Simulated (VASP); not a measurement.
Method: rev-vdW-DF2, VASP's PBE PAW potentials (set 64) (plane waves; VASP).

The input files of a VASP run:

POSCAR:
```
Be
1
    1.1232657729    -1.9455532208     0.0000000000
    1.1232657729     1.9455532208     0.0000000000
    0.0000000000     0.0000000000     3.5207448999
Be
2
Direct
  0.3333330000   0.6666670000   0.2500000000
  0.6666670000   0.3333330000   0.7500000000
```

**INCAR**
```
ZAB_VDW  =  -1.8867
ISMEAR  =  1
SIGMA  =  0.1   # width (eV)
LREAL  =  .False.
PARAM2  =  0.7114
PARAM1  =  0.1234568
LCHARG  =  .False.
NELM  =  100
ENCUT  =  520   # plane-wave cut-off (eV)
ALGO  =  Normal
LUSE_VDW  =  .True.
NSW  =  30
EDIFF  =  1E-7
ISIF  =  4
PREC  =  Accurate
SYSTEM  =  Be
GGA  =  MK
IBRION  =  2   # conjugate gradients
AGGAC  =  0.0
EDIFFG  =  -0.01   # ionic stop
LASPH  =  .True.   # aspherical one-centre terms
LWAVE  =  .False.
```

**KPOINTS**
```
Automatic mesh
0
Gamma
18 18 10
0 0 0
```

POTCAR, in this order: Be (PBE.64 set). Program: vasp_std.

Output of the run:

File OSZICAR:
```
       N       E                     dE             d eps       ncg     rms          rms(c)
DAV:   1    -0.179085054571E+01   -0.17909E+01   -0.18364E+03  2688   0.553E+02
DAV:   2    -0.672143068763E+01   -0.49306E+01   -0.47510E+01  4080   0.641E+01
DAV:   3    -0.675046069161E+01   -0.29030E-01   -0.28932E-01  3540   0.458E+00
DAV:   4    -0.675048250715E+01   -0.21816E-04   -0.21815E-04  3864   0.129E-01
DAV:   5    -0.675048251615E+01   -0.89952E-08   -0.99431E-08  3462   0.145E-03    0.125E+00
DAV:   6    -0.671406452159E+01    0.36418E-01   -0.35189E-03  3210   0.854E-01    0.768E-01
DAV:   7    -0.670006118207E+01    0.14003E-01   -0.42500E-03  3264   0.972E-01    0.278E-02
DAV:   8    -0.670002806001E+01    0.33122E-04   -0.86718E-06  3840   0.492E-02    0.118E-02
DAV:   9    -0.670002464917E+01    0.34108E-05   -0.33980E-06  3108   0.310E-02    0.103E-03
DAV:  10    -0.670002401737E+01    0.63180E-06   -0.39094E-08  3330   0.313E-03    0.243E-04
DAV:  11    -0.670002384222E+01    0.17515E-06   -0.52392E-09  1806   0.102E-03    0.252E-05
DAV:  12    -0.670002384276E+01   -0.54159E-09   -0.31194E-10  1764   0.244E-04
   1 F= -.67000238E+01 E0= -.66999752E+01  d E =-.670002E+01
       N       E                     dE             d eps       ncg     rms          rms(c)
DAV:   1    -0.670098274302E+01   -0.95890E-03   -0.97086E-03  3372   0.661E-01    0.373E-02
DAV:   2    -0.670098460177E+01   -0.18587E-05   -0.41420E-05  3222   0.620E-02    0.235E-02
DAV:   3    -0.670098328522E+01    0.13165E-05   -0.12503E-06  3828   0.146E-02    0.362E-04
DAV:   4    -0.670098328196E+01    0.32675E-08   -0.46098E-09  2604   0.836E-04
   2 F= -.67009833E+01 E0= -.67009227E+01  d E =-.959439E-03
       N       E                     dE             d eps       ncg     rms          rms(c)
DAV:   1    -0.670099108150E+01   -0.77963E-05   -0.90618E-05  3372   0.637E-02    0.370E-03
DAV:   2    -0.670099107111E+01    0.10394E-07   -0.38781E-07  3234   0.600E-03
   3 F= -.67009911E+01 E0= -.67009279E+01  d E =-.967228E-03
```

File OUTCAR:
```
------------------------ aborting loop because EDIFF is reached ----------------------------------------
  FORCE on cell =-STRESS in cart. coord.  units (eV):
  Direction    XX          YY          ZZ          XY          YZ          ZX
  --------------------------------------------------------------------------------------
  Total        0.3659467      0.3659466      0.3666895      0.0000000      0.0000000      0.0000000
  in kB       38.1011629     38.1011562     38.1785031      0.0000000      0.0000000      0.0000000
  external PRESSURE =      38.1269407 kB  Pullay stress =       0.0000000 kB
  volume of cell :       15.39
      direct lattice vectors                 reciprocal lattice vectors
     1.120019597 -1.939930678  0.000000000     0.446420760 -0.257741169  0.000000000
     1.120019597  1.939930678  0.000000000     0.446420760  0.257741169  0.000000000
     0.000000000  0.000000000  3.541182973     0.000000000  0.000000000  0.282391508
 POSITION                                       TOTAL-FORCE (eV/Angst)
 -----------------------------------------------------------------------------------
      1.12002      0.64664      0.88530         0.000000      0.000000      0.000000
      1.12002     -0.64664      2.65589        -0.000000     -0.000000      0.000000
 -----------------------------------------------------------------------------------
    total drift:                                0.000000     -0.000004      0.000005
  FREE ENERGIE OF THE ION-ELECTRON SYSTEM (eV)
  ---------------------------------------------------
  free  energy   TOTEN  =        -6.7009910711 eV

  energy  without entropy=       -6.7008015719  energy(sigma->0) =       -6.70092790

 reached required accuracy - stopping structural energy minimisation
```
(Selected blocks of OUTCAR.)

CONTCAR:
```
Be
   1.00000000000000
     1.1200195972963760   -1.9399306778370475    0.0000000000000000
     1.1200195972963760    1.9399306778370475    0.0000000000000000
     0.0000000000000000    0.0000000000000000    3.5411829726672561
  Be
     2
Direct
     0.3333330000000032    0.6666669999999968    0.2500000000000000
     0.6666669999999968    0.3333330000000032    0.7500000000000000
```

The compound is Be in the hcp structure. This cell is one point of a volume scan, at 0.97 of the reference volume. Symmetry was kept, so distortions that lower it aren't found.
